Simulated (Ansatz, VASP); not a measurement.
# TiO2 (TiO2(110) slab): VASP beside Ansatz

One calculation is typed for both programs; each brings its own data sets. How far apart do they land? The cell is taken from a series of runs on this material, whose earlier steps may have relaxed, scaled, displaced or heated it; both programs get it as it stands.

Calculated with Ansatz 0.2.0; plane waves, with VASP 6.6.1 beside it; single point at LDA.

## 1. Set-up

The cell holds 48 atoms: 16 Ti and 32 O. Its edges and angles: a = 5.918 Å, b = 6.497 Å, c = 24.279 Å, α = 90.0°, β = 90.0°, γ = 90.0°. It derives from TiO2 (rutile). As first built, before any earlier steps moved the atoms (in the runner's words): rutile TiO2 (cell 4.594, 4.594, 2.959, 90, 90, 90), (110) slab of 4 repeat layers, 2 x 1 surface cells; every coordinate displaced by a Gaussian of 0.02 A. Vacuum lies along c.

## 2. VASP: single point, LDA, pair 1

With cell and atoms fixed, the geometry can't cause a difference; cores, projectors, grids and the points listed under the comparison can.

Lines of VASP's logs that name or quote its potential files are left out, and so is its time.

INCAR reads:

```
SYSTEM = TiO2
PREC = Accurate
ENCUT = 520
EDIFF = 1E-06
NELM = 120
ISMEAR = 0
SIGMA = 0.01
LREAL = Auto
ALGO = Normal
GGA = PW92
NBANDS = 232
LASPH = .TRUE.
LORBIT = 11
LWAVE = .FALSE.
LCHARG = .FALSE.
ISIF = 2
GGA_COMPAT = .FALSE.
EFERMI = MIDGAP
KPAR = 2
```

POSCAR reads:

```
TiO2
1.0
    5.9180000000      0.0000000000      0.0000000000
    0.0000000000      6.4969000000      0.0000000000
    0.0000000000      0.0000000000     24.2791400000
Ti O
16 32
Direct
    0.0020100000      0.0025200000      0.2992600000
    0.2536100000      0.4959800000      0.2999000000
    0.9982600000      0.4997300000      0.4322400000
    0.2452900000      0.0004300000      0.4337300000
    0.0049100000      0.9929900000      0.5651900000
    0.2522000000      0.5029300000      0.5681300000
    0.9990600000      0.5047200000      0.7000400000
    0.2498400000      0.9998700000      0.6997400000
    0.5037400000      0.0006600000      0.3002800000
    0.7571500000      0.4948300000      0.2999500000
    0.5054800000      0.5019100000      0.4317700000
    0.7523900000      0.9987800000      0.4324600000
    0.5012900000      0.9958800000      0.5679300000
    0.7468200000      0.5006400000      0.5680100000
    0.5034000000      0.5013000000      0.7006200000
    0.7488000000      0.9948100000      0.7013900000
    0.0037400000      0.5033400000      0.2474600000
    0.0054000000      0.5005000000      0.3506600000
    0.2516300000      0.8058500000      0.3000700000
    0.2479200000      0.1992600000      0.2994900000
    0.9994300000      0.9992600000      0.3809400000
    0.0017100000      0.9999500000      0.4849100000
    0.2501400000      0.3033300000      0.4337500000
    0.2524800000      0.6975900000      0.4328200000
    0.9979100000      0.5033400000      0.5158800000
    0.9995700000      0.4944700000      0.6196400000
    0.2464700000      0.8086800000      0.5647500000
    0.2476800000      0.1960100000      0.5670500000
    0.9960700000      0.0050100000      0.6495400000
    0.9949500000      0.9995500000      0.7514300000
    0.2513700000      0.3036300000      0.7014300000
    0.2574900000      0.7007500000      0.7001300000
    0.5004000000      0.5061900000      0.2479100000
    0.4900300000      0.5064300000      0.3513900000
    0.7491400000      0.8055300000      0.3004400000
    0.7586600000      0.1934700000      0.2998900000
    0.5028700000      0.9951600000      0.3803800000
    0.5053100000      0.9987800000      0.4844400000
    0.7521000000      0.3042800000      0.4325400000
    0.7489200000      0.6938500000      0.4327100000
    0.5022800000      0.4968700000      0.5162700000
    0.4949400000      0.5013100000      0.6207400000
    0.7490000000      0.8042500000      0.5673200000
    0.7467400000      0.1931600000      0.5656300000
    0.5065500000      0.9999400000      0.6471300000
    0.4945300000      0.0007800000      0.7527700000
    0.7484500000      0.3072700000      0.7002100000
    0.7521500000      0.6964500000      0.7015300000
```

KPOINTS reads:

```
Automatic mesh
0
Gamma
2 1 1
0 0 0
```

The projector-augmented-wave data sets are Ti_sv and O (LDA family, release 64).

The run is started by

```bash
$ mpirun -np 8 vasp_std
```

Numbers of over 12 decimals in the logs are rounded to 6 here.

The program printed:

```text
[banner, memory and clock lines left out]
running    8 mpi-ranks, on    1 nodes
[...]
|                                                                             |
|           W    W    AA    RRRRR   N    N  II  N    N   GGGG   !!!           |
|           W    W   A  A   R    R  NN   N  II  NN   N  G    G  !!!           |
|           W    W  A    A  R    R  N N  N  II  N N  N  G       !!!           |
|           W WW W  AAAAAA  RRRRR   N  N N  II  N  N N  G  GGG   !            |
|           WW  WW  A    A  R   R   N   NN  II  N   NN  G    G                |
|           W    W  A    A  R    R  N    N  II  N    N   GGGG   !!!           |
|                                                                             |
|     For optimal performance we recommend to set                             |
|       NCORE = 2 up to number-of-cores-per-socket                            |
|     NCORE specifies how many cores store one orbital (NPAR=cpu/NCORE).      |
|     This setting can greatly improve the performance of VASP for DFT.       |
[...]
|                                                                             |
|     You enforced a specific xc type in the INCAR file but a different       |
|     [... a line on the potential file left out ...]
|     I HOPE YOU KNOW WHAT YOU ARE DOING!                                     |
|                                                                             |

 LDA part: xc-table for (Slater(with rela. corr.)+PW92), standard interpolation
 POSCAR, INCAR and KPOINTS ok, starting setup
[...]
entering main loop
       N       E                     dE             d eps       ncg     rms          rms(c)
DAV:   1     0.596995545420E+04    0.59700E+04   -0.19300E+05   952   0.174E+03
DAV:   2     0.689436376096E+03   -0.52805E+04   -0.50300E+04   984   0.545E+02
DAV:   3    -0.477959812702E+03   -0.11674E+04   -0.11479E+04  1160   0.238E+02
DAV:   4    -0.591588409744E+03   -0.11363E+03   -0.11342E+03  1344   0.767E+01
[...]
DAV:  30    -0.458644243483E+03   -0.34205E-05   -0.14853E-07   544   0.825E-04    0.569E-04
DAV:  31    -0.458644246036E+03   -0.25531E-05   -0.14697E-07   576   0.665E-04    0.389E-04
DAV:  32    -0.458644246590E+03   -0.55325E-06   -0.35240E-08   536   0.441E-04
   1 F= -.45864425E+03 E0= -.45864425E+03  d E =0.000000E+00
```

Parts of OUTCAR (step 2):

```text
  Total      -41.2627751     -1.9893420    -28.5124219     -0.8641510      0.3809335      1.7415166
  in kB      -70.8197799     -3.4143307    -48.9362007     -1.4831524      0.6538005      2.9889851
  external PRESSURE =     -41.0567704 kB  Pullay stress =       0.0000000 kB

 POSITION                                       TOTAL-FORCE (eV/Angst)
 -----------------------------------------------------------------------------------
      0.01190      0.01637      7.26578         0.556883     -0.667302      3.000462
      1.50086      3.22233      7.28131         0.325965      0.645509     -4.206624
      5.90770      3.24670     10.49442         0.781293     -0.069304     -0.309845
      1.45163      0.00279     10.53059         0.837507      0.015847      0.707500
      0.02906      6.45136     13.72233        -0.457849      1.001519      1.632120
      1.49252      3.26749     13.79371        -0.197085     -0.843246     -1.190218
      5.91244      3.27912     16.99637         0.457774     -0.545257     -2.987926
      1.47855      6.49606     16.98909        -0.229161      0.303121      3.481712
      2.98113      0.00429      7.29054        -0.239549     -0.728858      3.214303
      4.48081      3.21486      7.28253        -0.113680      0.668772     -4.180516
      2.99143      3.26086     10.48300        -0.916633     -0.063620     -0.626485
      4.45264      6.48897     10.49976        -0.868580      0.136264      0.875130
      2.96663      6.47013     13.78885         0.741685      0.930744      0.762235
      4.41968      3.25261     13.79079         0.556576     -0.641808     -1.143972
[...]
-----------------------------------------------------------------------------------
    total drift:                                0.017891     -0.002852     -0.013599

  FREE ENERGIE OF THE ION-ELECTRON SYSTEM (eV)
  ---------------------------------------------------
  free  energy   TOTEN  =      -458.6442465896 eV

  energy  without entropy=     -458.6442465896  energy(sigma->0) =     -458.64424659

[... 3 further parts left out ...]
[key lines of the parts left out:]
E-fermi :  -0.1701
```

## 3. Ansatz: single point, LDA, pair 1

Ansatz runs on its default PAW (the set named soft_2) files.

The same cell, functional (in two slightly different forms) and mesh now go to Ansatz, which takes its cutoff from its data sets.

input.yaml reads:

```yaml
crystal:
  lattice:
    - [5.918, 0.0, 0.0]
    - [0.0, 6.4969, 0.0]
    - [0.0, 0.0, 24.27914]
  atoms:
    - { symbol: Ti, position: [0.00201, 0.00252, 0.29926] }
    - { symbol: Ti, position: [0.25361, 0.49598, 0.2999] }
    - { symbol: O, position: [0.00374, 0.50334, 0.24746] }
    - { symbol: O, position: [0.0054, 0.5005, 0.35066] }
    - { symbol: O, position: [0.25163, 0.80585, 0.30007] }
    - { symbol: O, position: [0.24792, 0.19926, 0.29949] }
    - { symbol: Ti, position: [0.99826, 0.49973, 0.43224] }
    - { symbol: Ti, position: [0.24529, 0.00043, 0.43373] }
    - { symbol: O, position: [0.99943, 0.99926, 0.38094] }
    - { symbol: O, position: [0.00171, 0.99995, 0.48491] }
    - { symbol: O, position: [0.25014, 0.30333, 0.43375] }
    - { symbol: O, position: [0.25248, 0.69759, 0.43282] }
    - { symbol: Ti, position: [0.00491, 0.99299, 0.56519] }
    - { symbol: Ti, position: [0.2522, 0.50293, 0.56813] }
    - { symbol: O, position: [0.99791, 0.50334, 0.51588] }
    - { symbol: O, position: [0.99957, 0.49447, 0.61964] }
    - { symbol: O, position: [0.24647, 0.80868, 0.56475] }
    - { symbol: O, position: [0.24768, 0.19601, 0.56705] }
    - { symbol: Ti, position: [0.99906, 0.50472, 0.70004] }
    - { symbol: Ti, position: [0.24984, 0.99987, 0.69974] }
    - { symbol: O, position: [0.99607, 0.00501, 0.64954] }
    - { symbol: O, position: [0.99495, 0.99955, 0.75143] }
    - { symbol: O, position: [0.25137, 0.30363, 0.70143] }
    - { symbol: O, position: [0.25749, 0.70075, 0.70013] }
    - { symbol: Ti, position: [0.50374, 0.00066, 0.30028] }
    - { symbol: Ti, position: [0.75715, 0.49483, 0.29995] }
    - { symbol: O, position: [0.5004, 0.50619, 0.24791] }
    - { symbol: O, position: [0.49003, 0.50643, 0.35139] }
    - { symbol: O, position: [0.74914, 0.80553, 0.30044] }
    - { symbol: O, position: [0.75866, 0.19347, 0.29989] }
    - { symbol: Ti, position: [0.50548, 0.50191, 0.43177] }
    - { symbol: Ti, position: [0.75239, 0.99878, 0.43246] }
    - { symbol: O, position: [0.50287, 0.99516, 0.38038] }
    - { symbol: O, position: [0.50531, 0.99878, 0.48444] }
    - { symbol: O, position: [0.7521, 0.30428, 0.43254] }
    - { symbol: O, position: [0.74892, 0.69385, 0.43271] }
    - { symbol: Ti, position: [0.50129, 0.99588, 0.56793] }
    - { symbol: Ti, position: [0.74682, 0.50064, 0.56801] }
    - { symbol: O, position: [0.50228, 0.49687, 0.51627] }
    - { symbol: O, position: [0.49494, 0.50131, 0.62074] }
    - { symbol: O, position: [0.749, 0.80425, 0.56732] }
    - { symbol: O, position: [0.74674, 0.19316, 0.56563] }
    - { symbol: Ti, position: [0.5034, 0.5013, 0.70062] }
    - { symbol: Ti, position: [0.7488, 0.99481, 0.70139] }
    - { symbol: O, position: [0.50655, 0.99994, 0.64713] }
    - { symbol: O, position: [0.49453, 0.00078, 0.75277] }
    - { symbol: O, position: [0.74845, 0.30727, 0.70021] }
    - { symbol: O, position: [0.75215, 0.69645, 0.70153] }
kpoints:
  mp_grid: { grid: [2, 1, 1] }
hamiltonian:
  xc: lda
scf:
  occupations: { method: fixed }
output:
  forces: true
```

The run is started by

```bash
$ ansatz run input.yaml --threads 4 --pin off --max-ram 8192MiB --backend cpu --events-out ev --progress --plain --runs-dir out
```

The program printed:

```text
Engine: ansatz 0.2.0, aarch64-unknown-linux-gnu
Pseudopotentials: kind: paw
Pseudopotential: Ti, paw, valence charge 12, recommended cutoff 420 eV (normal), Ti.paw.azcp
Pseudopotential: O, paw, valence charge 6, recommended cutoff 420 eV (normal), O.paw.azcp
Functional definition: SPW92
  exchange = slater_x
  correlation = pw_c
Crystal: 48 atoms, lattice volume = 933.500 Å³
Basis set: ecut = 420 eV, 18227 PW (Γ)
Bands: 240, of which v1, the nominal top of the filled ones, is band 192 counted from 1 (191 counted from 0)
Symmetry: 1 space group operations
Space group: P1 (ITA 1), of the structure as read, at distance tolerance 9.8e-5 Å
k-points: 2
Non-local potential: Ti, projectors of the file, l = 0: 3, l = 1: 2, l = 2: 3, l = 3: 1
Non-local potential: O, projectors of the file, l = 0: 2, l = 1: 2, l = 2: 1
PAW form: soft (Blöchl's): semilocal exchange-correlation on the pseudo side does not see the compensation charge
PAW frozen core: Ti, regenerated for the run's functional, and the local potential with it (the file was generated under x = pbe(κ = 0.804, μ = 0.219515), c = pbe(β = 0.066725))
PAW frozen core: O, regenerated for the run's functional, and the local potential with it (the file was generated under x = pbe(κ = 0.804, μ = 0.219515), c = pbe(β = 0.066725))
PAW one-centre angular grid: Ti, 590 points (default); XC on 64 Gauss nodes
PAW one-centre angular grid: O, 110 points (default); XC on 64 Gauss nodes
Initial density: superposition of atomic densities (neutral atoms: chi_scale 0, normalization atom), corrected by the library's trained network
Initial wavefunctions: pseudopotential atomic-orbital guess
Functional: x = slater, c = lda
SCF iter   1: F=—  HF=-57031.700013 eV  |F-HF|=—  |Δ(HF+E_count)|=         —  Δρ=1.51e-2  dr2=2.48e0  ethr=1.77e-3  ⟨swp⟩=4.5  Hψ=1633  notcnv=0  defer=88
preconditioner: auto → Resta (q_TF=auto, 2.353 Å⁻¹)  ε∞=5.7  [insulator: Δε(μ)=1.146 eV  Ē_g=8.939 eV  n_scr=222 (ndim 8)  ℏωp=19.4 eV  f_vac=0.446  ε∞_Penn≈5.7  vacuum switching on, ρ_ref=5.8e-3 e/Å³]
SCF iter   2: F=—  HF=-57031.394718 eV  |F-HF|=—  |Δ(HF+E_count)|=   3.05e-1  Δρ=1.00e-2  dr2=8.41e-1  ethr=6.47e-4  ⟨swp⟩=2.0  Hψ=790  notcnv=0  defer=87
SCF iter   3: F=—  HF=-57031.260783 eV  |F-HF|=—  |Δ(HF+E_count)|=   1.34e-1  Δρ=3.54e-3  dr2=9.15e-2  ethr=2.19e-4  ⟨swp⟩=2.0  Hψ=614  notcnv=0  defer=84
SCF iter   4: F=—  HF=-57031.246062 eV  |F-HF|=—  |Δ(HF+E_count)|=   1.47e-2  Δρ=1.79e-3  dr2=3.37e-2  ethr=2.38e-5  ⟨swp⟩=2.0  Hψ=664  notcnv=0  defer=92
SCF iter   5: F=—  HF=-57031.242240 eV  |F-HF|=—  |Δ(HF+E_count)|=   3.82e-3  Δρ=7.57e-4  dr2=4.99e-3  ethr=8.78e-6  ⟨swp⟩=2.5  Hψ=618  notcnv=0  defer=92
SCF iter   6: F=—  HF=-57031.241701 eV  |F-HF|=—  |Δ(HF+E_count)|=   5.39e-4  Δρ=2.69e-4  dr2=4.99e-4  ethr=1.30e-6  ⟨swp⟩=2.5  Hψ=680  notcnv=0  defer=92
SCF iter   7: F=—  HF=-57031.241683 eV  |F-HF|=—  |Δ(HF+E_count)|=   1.75e-5  Δρ=1.25e-4  dr2=1.60e-4  ethr=1.30e-7  ⟨swp⟩=2.0  Hψ=700  notcnv=0  defer=91
SCF iter   8: F=—  HF=-57031.241709 eV  |F-HF|=—  |Δ(HF+E_count)|=   2.59e-5  Δρ=4.97e-5  dr2=1.99e-5  ethr=4.16e-8  ⟨swp⟩=2.0  Hψ=628  notcnv=0  defer=76
SCF iter   9: F=—  HF=-57031.241917 eV  |F-HF|=—  |Δ(HF+E_count)|=   2.08e-4  Δρ=3.47e-5  dr2=1.25e-5  ethr=5.19e-9  ⟨swp⟩=2.5  Hψ=714  notcnv=0  defer=75
SCF iter  10: F=—  HF=-57031.241917 eV  |F-HF|=—  |Δ(HF+E_count)|=   9.50e-8  Δρ=1.41e-5  dr2=2.17e-6  ethr=3.24e-9  ⟨swp⟩=2.0  Hψ=607  notcnv=0  defer=75
SCF iter  11: F=—  HF=-57031.241917 eV  |F-HF|=—  |Δ(HF+E_count)|=   2.97e-7  Δρ=6.91e-6  dr2=5.59e-7  ethr=5.64e-10  ⟨swp⟩=3.0  Hψ=639  notcnv=0  defer=75
SCF iter  12: F=—  HF=-57031.241917 eV  |F-HF|=—  |Δ(HF+E_count)|=   6.07e-8  Δρ=3.31e-6  dr2=1.49e-7  ethr=1.46e-10  ⟨swp⟩=2.5  Hψ=669  notcnv=0  defer=75
SCF iter  13: F=—  HF=-57031.241917 eV  |F-HF|=—  |Δ(HF+E_count)|=   5.07e-8  Δρ=2.95e-6  dr2=1.04e-7  ethr=2.60e-11  ⟨swp⟩=5.0  Hψ=1514  notcnv=0
SCF iter  14: F=-57031.241917 eV  HF=-57031.241917 eV  |F-HF|=9.01e-9  |Δ(HF+E_count)|=   3.04e-9  Δρ=1.39e-6  dr2=2.39e-8  ethr=2.60e-11  ⟨swp⟩=4.5  Hψ=1441  notcnv=0
SCF 1 converged in 14 iterations: F = -57031.241917 eV  dr2 = 2.39e-8
  greatest PAW one-centre occupation: 0.999 electrons in one spin orbital (limit 2), on the Ti atom at site 36 (counted from 0), in its partial waves of l = 0
SCF converged after 14 iterations
Free energy (F): -57031.241917 eV
Harris-Foulkes:  -57031.241917 eV  (|F-HF|=9.01e-9)
Internal energy: -57031.241917 eV  (E = F + TS)
E sigma→0 (E₀):  -57031.241917 eV
Fermi energy:    1.497733 eV
--- Per-component energies (eV) ---
  E_band       = -6053.771521
  E_kinetic    = 9907.875568
  E_local      = -338051.698956  (includes V_loc(G=0)·N_el)
  E_nonlocal   = 1700.720090
  E_hartree    = 164586.790677
  E_xc         = -3870.136363
  E_vxc        = -4934.265918  (∫ρ·V_xc dr)
  E_paw        = -20644.984669  (= ΣΔE_a)
  E_vpaw       = -3850.045885  (= ΣTr[D̂ρ^β])
  E_aug_tail   = 0.081965  (compensation charges beyond the density's cutoff)
  E_ewald      = 129331.793076
  E_core_change = 8.316693  (= ΣΔE_core)
  E_smearing   = -0.000000  (= −TS)
  E_closure    = 0.000000  (closes the sum)
  Σ components = -57031.241917   (vs F -57031.241917, Δ=0.00e0)
--- Forces (eV/Å), atoms counted from 1 ---
  atom   1  Ti     0.54151642    -0.64577435     3.05444925
  atom   2  Ti     0.34544642     0.62200480    -4.19549734
  atom   3  O     -0.70994976    -0.08974142     2.54008167
  atom   4  O     -0.52257665     0.04709401     2.42850679
  atom   5  O     -0.00621719     1.98858552    -0.82278900
  atom   6  O     -0.06962730    -2.09358411    -0.66975965
  atom   7  Ti     0.76208828    -0.07721541    -0.31783557
  atom   8  Ti     0.79196160     0.01525792     0.71864765
  atom   9  O      0.16090231     0.03750360    -1.39544114
  atom  10  O     -0.14966277    -0.08989544    -0.64115430
  atom  11  O      0.01494735    -0.20179812    -0.06160288
  atom  12  O     -0.05500869     0.06570303     0.11517154
  atom  13  Ti    -0.42876656     0.98111504     1.60638582
  atom  14  Ti    -0.18218155    -0.83938289    -1.18459113
  atom  15  O      0.01006515    -0.00023809     0.25279679
  atom  16  O      0.06920240     0.35539897     1.59245865
  atom  17  O     -0.04461433    -1.06727887     0.15130761
  atom  18  O     -0.21198005     0.47336358    -0.07924376
  atom  19  Ti     0.43046619    -0.53985894    -3.05672557
  atom  20  Ti    -0.23715718     0.29068495     3.49845909
  atom  21  O      0.19811167    -0.25285164    -2.35999828
  atom  22  O      0.16033395    -0.05442597    -2.06043656
  atom  23  O     -0.02455264     2.22814551     0.74493963
  atom  24  O     -0.29694281    -2.11890998     0.64426724
[...]
atom  41  O      0.00098056    -0.62016711    -0.03882870
  atom  42  O     -0.06807522     0.63980765     0.00076816
  atom  43  Ti    -0.62844575    -0.54616251    -2.78073323
  atom  44  Ti     0.31459088     0.75842057     3.60715512
  atom  45  O     -0.54821747    -0.09958264    -1.47708779
  atom  46  O      0.16277632    -0.02177189    -2.63677358
  atom  47  O      0.18706597     1.67015512     0.79654950
  atom  48  O      0.03014263    -1.75305007     0.61471337
  max |Σ_I F_I| component: 3.30e-4 eV/Å
```

The column dr2 measures how far the density is from self-consistency, as an energy; F and HF (Harris–Foulkes) agree once it is small.

## 4. Side by side

Known differences besides the potentials themselves: fixed occupations in Ansatz, narrow Gaussian smearing in VASP; the cutoff is 420 eV in Ansatz and 520 eV in VASP (PREC = Accurate, projectors in real space); VASP's log shows a relativistic correction to its local exchange, Ansatz's none. Total energies have different zeros and are not compared.

Both answers:

```
              quantity  Ansatz   VASP  difference
gap on the k mesh (eV)   1.192  1.184      +0.008
```

Forces on 10 of the 48 atoms, those with the largest forces and the largest differences (eV/Å; atoms numbered as in POSCAR):

```
atom         Ansatz x, y, z           VASP x, y, z
 Ti1   0.542, -0.646, 3.054   0.557, -0.667, 3.000
 Ti2   0.345, 0.622, -4.196   0.326, 0.646, -4.207
 Ti7  0.430, -0.540, -3.057  0.458, -0.545, -2.988
 Ti8   -0.237, 0.291, 3.498   -0.229, 0.303, 3.482
 Ti9  -0.217, -0.750, 3.284  -0.240, -0.729, 3.214
Ti10  -0.080, 0.666, -4.192  -0.114, 0.669, -4.181
Ti16    0.315, 0.758, 3.607    0.279, 0.783, 3.578
 O17  -0.710, -0.090, 2.540  -0.700, -0.083, 2.451
 O30  0.160, -0.054, -2.060  0.185, -0.053, -1.965
 O46  0.163, -0.022, -2.637  0.165, -0.018, -2.550
```

The forces differ by 28 meV/Å r.m.s., which is 2.4 % of the r.m.s. force of 1.183 eV/Å (both taken over all components). A gap on the mesh is an upper bound, since the band edges may lie between its points. With vacuum in the cell, a pressure given here is an average over mostly empty space and none of the material.

(Part 1 of 2 ends here.)

[Lines on the potential files, build, host, timing and source positions are cut from VASP's logs without a mark.]

[Logs are printed without paths, hosts, clocks, repeated set-up lines and the standing remarks that a program may print on its own settings, such as how far it seeks lower states.]

[Hosts, paths, dates, database ids (printed as entryN), source tags and the programs' standing remarks are cut or masked in the printed files.]
